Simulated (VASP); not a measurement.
Level of theory: r2SCAN meta-GGA, VASP's PBE PAW potentials (set 64) (plane waves; VASP 6.6.1). Each cell was relaxed at this level, without spin-orbit coupling.

Task: Which of these comes out without a gap?
A. SnSe2, P-3m1 (164)
B. Te2Au, C2/m (12)
C. LiF, Fm-3m (225)
D. MgO, Fm-3m (225)

Result: B, Te2Au, C2/m (12). The others have gaps of 5.73 eV (MgO, Fm-3m (225)), 1.02 eV (SnSe2, P-3m1 (164)), 10.63 eV (LiF, Fm-3m (225)).
